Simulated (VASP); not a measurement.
## Al2O3 (corundum): computed properties

Level of theory: LDA (Ceperley-Alder, Perdew-Zunger), VASP's LDA PAW potentials (set 64) (plane waves; VASP).

```json
{
 "space_group": "R-3c (167)",
 "cell": "a = 4.7334 Å, b = 4.7334 Å, c = 12.9127 Å, α = 90.00°, β = 90.00°, γ = 120.00°",
 "volume_per_atom": "8.35 Å³/atom",
 "band gap (over mesh and band path)": "6.41 eV",
 "smallest direct gap (over mesh and band path)": "6.41 eV",
 "band_edge_character": "direct, Γ to Γ",
 "density": "4.05 g/cm³",
 "mean ε∞ (independent particles)": "3.31"
}
```

```xyz
10
Lattice="4.5159 -2.3667 -0.0005 4.5159 2.3667 -0.0005 3.2760 0.0000 3.9068" Properties=species:S:1:pos:R:3 pbc="T T T"
Al    10.4861     0.0000     3.3277
Al     4.3321     0.0000     1.3748
Al     1.8218     0.0000     0.5781
Al     7.9757     0.0000     2.5310
O      4.7150    -0.9194     2.9298
O      5.0941     1.6431     1.7352
O      7.5929     0.9194     0.9760
O      6.7321     0.7236     3.6885
O      7.2138    -1.6431     2.1706
O      5.5758    -0.7236     0.2173
```

Measured: a 4.759 Å (computed value off by -0.5 %), c 12.991 Å (computed value off by -0.6 %), as given by F. Lallet et al., Physical Review B (2009), arXiv:0801.3594. The calculation is for a static lattice, while the measured a, c hold thermal and zero-point effects, which are part of the difference.

The compound is Al2O3 in the corundum structure. It was relaxed first. Symmetry was kept, so distortions that lower it aren't found.
